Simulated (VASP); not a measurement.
VASP ran on this input.

POSCAR:
```
CdTe
1.0
  0.0000000000   2.8773472317   2.8773472317
  2.8773472317   0.0000000000   2.8773472317
  2.8773472317   2.8773472317   0.0000000000
Cd Te
1 1
Cart
  0.0000000000   0.0000000000   0.0000000000
  2.8773472317   2.8773472317   2.8773472317
```

File KPOINTS:
```
Automatic mesh
0
Gamma
11 11 11
0 0 0
```

**INCAR**
```
! general
SYSTEM  = CdTe
PREC    = Accurate
ENCUT   = 500
LREAL   = .FALSE.
LASPH   = .TRUE.

! electronic loop
EDIFF   = 1E-6
NELM    = 100
ALGO    = Normal
LMAXMIX = 4

! smearing
ISMEAR  = 1
SIGMA   = 0.1

! functional
GGA     = PS

! ions
IBRION  = 2
NSW     = 40
ISIF    = 3
EDIFFG  = -0.02
PSTRESS = 200

! output
LWAVE   = .FALSE.
LCHARG  = .FALSE.
```

POTCAR, in this order: Cd Te (PBE.64 set). Program: vasp_std.

Problem. Write an equivalent input for Quantum ESPRESSO's pw.x.

Solution. One equivalent input (not run):
```
&CONTROL
  calculation = 'vc-relax'
  pseudo_dir = './pseudo'
  outdir = './out'
  tprnfor = .true.
  tstress = .true.
  nstep = 40
  forc_conv_thr = 0.00078
/
&SYSTEM
  ibrav = 0
  nat = 2
  ntyp = 2
  ecutwfc = 102
  occupations = 'smearing'
  smearing = 'methfessel-paxton'
  degauss = 0.00735
  input_dft = 'pbesol'
/
&ELECTRONS
  conv_thr = 7.3e-08
  electron_maxstep = 100
/
&IONS
/
&CELL
  press = 200
/
ATOMIC_SPECIES
  Cd 112.414 Cd.upf
  Te 127.600 Te.upf
CELL_PARAMETERS angstrom
     0.0000000    2.8773472    2.8773472
     2.8773472    0.0000000    2.8773472
     2.8773472    2.8773472    0.0000000
ATOMIC_POSITIONS crystal
  Cd   0.0000000  0.0000000  0.0000000
  Te   0.5000000  0.5000000  0.5000000
K_POINTS automatic
  11 11 11 0 0 0
```
Limits of the translation: the potentials are each code's own (VASP's PAW set, PseudoDojo norm-conserving files in pw.x), so ENCUT and ecutwfc are chosen apart and not converted; conv_thr bounds pw.x's estimated SCF error, while EDIFF bounds the energy change between steps; forc_conv_thr acts on force components and is met together with etot_conv_thr.

The structure was generated: CdTe was put into the rock salt type (Fm-3m), which need not be its known phase. This run relaxes it under an external pressure of 20 GPa. Symmetry was kept, so distortions that lower it aren't found.
